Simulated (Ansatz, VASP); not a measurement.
# Two plane-wave programs on Zn7B

```xyz
8
Lattice="-3.0453 3.0453 3.0453 3.0453 -3.0453 3.0453 3.0453 3.0453 -3.0453" Properties=species:S:1:pos:R:3 pbc="T T T"
Zn    3.0453    0.0000    0.0000
Zn    0.0000    0.0000    3.0453
Zn    0.0000    3.0453    0.0000
Zn    1.5227    1.5227   -1.5227
Zn    1.5227   -1.5227    1.5227
Zn   -1.5227    1.5227    1.5227
Zn    1.5227    1.5227    1.5227
B     0.0000    0.0000    0.0000
```

Change from the starting cell: species swapped into the Fe7Co type (Im-3m, No. 229).

Alike in both runs: task single point; functional PBE; k mesh 4 × 4 × 4; occupations gaussian, width 0.1 eV; no spin polarisation.

```csv
,VASP,Ansatz
version,VASP 6.6.1,Ansatz 0.2.0
potentials or method,"VASP PAW PBE potentials, release 64 (Zn, B)","scalar-relativistic, plane waves, PAW"
plane-wave cutoff (eV),520,420
valence electrons in the cell,87,87
```

|  | VASP | Ansatz | Ansatz less VASP |
| --- | --- | --- | --- |
| gap on the k mesh at the Fermi level (eV) | none | none | - |
| pressure (GPa) | 0.9 | 0.6 | -0.35 |

A gap of «none» marks a metal or a gap that the smearing closes.

Caveats: the k mesh is coarse (spacing up to 0.36 Å⁻¹), so the values aren't converged.
